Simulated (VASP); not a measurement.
An input for Ansatz (written as the equivalent of a VASP run, and not itself run):

Ansatz 0.2 input:
```yaml
crystal:
  lattice:
    - [4.0215050, 0.0000000, 0.0000000]
    - [0.0000000, 4.0215050, 0.0000000]
    - [0.0000000, 0.0000000, 4.1346610]
  atoms:
    - { symbol: Ba, position: [0.5000000, 0.5000000, 0.5825400] }
    - { symbol: Ti, position: [0.0000000, 0.0000000, 0.1000400] }
    - { symbol: O, position: [0.0000000, 0.5000000, 0.0642200] }
    - { symbol: O, position: [0.5000000, 0.0000000, 0.0642200] }
    - { symbol: O, position: [0.0000000, 0.0000000, 0.5489700] }
kpoints:
  mp_grid: { grid: [5, 5, 5] }
hamiltonian:
  xc: pbe0
  pseudopotentials: { kind: paw }
scf:
  occupations: { method: gaussian, width: 0.05 }
  max_iter: 100
output: { forces: true, stress: true, eigenvalues: true }
```

Q: Write the VASP files for the same calculation (PBE0).

A: One answer among several that fit: 
### POSCAR
```
BaTiO3
8.2693220
  0.4863161696   0.0000000000   0.0000000000
  0.0000000000   0.4863161696   0.0000000000
  0.0000000000   0.0000000000   0.5000000000
Ba Ti O
1 1 3
Cart
  0.2431580848   0.2431580848   0.2912700000
  0.0000000000   0.0000000000   0.0500200000
  0.0000000000   0.2431580848   0.0321100000
  0.2431580848   0.0000000000   0.0321100000
  0.0000000000   0.0000000000   0.2744850000
```

### INCAR
```
SIGMA=0.05
EDIFF=1E-6
PRECFOCK=Fast
ALGO=Normal
LMAXMIX=4
AEXX=0.25
LWAVE=.False.
ISIF=2   # forces and stress, cell fixed
LHFCALC=.True.
ENCUT=320   # plane-wave cut-off (eV)
SYSTEM=BaTiO3
GGA=PE
ISMEAR=0
NELM=100
ISYM=3
LASPH=.True.
LCHARG=.False.
HFRCUT=-1
LREAL=.False.   # projection in real space or not
PREC=Accurate
```

File KPOINTS:
```
Regular mesh
0
Gamma
  5 5 5
```

POTCAR, in this order: Ba_sv Ti_sv O (PBE.64 set). Program: vasp_std.

Limits of the translation: each code has its own PAW files, so the cut-off isn't converted (ENCUT is set for VASP's; basis.ecutwfc is left out, and Ansatz then takes the one that its files recommend); Ansatz stops its SCF on the density residual and VASP on the energy change (EDIFF).

The structure comes from a computed database's BaTiO3 entry; how it stands against other phases isn't given here. The cell was not relaxed at this level. The run is one of a series of settings (ENCUT = 320 against the base run), some of them coarse on purpose.
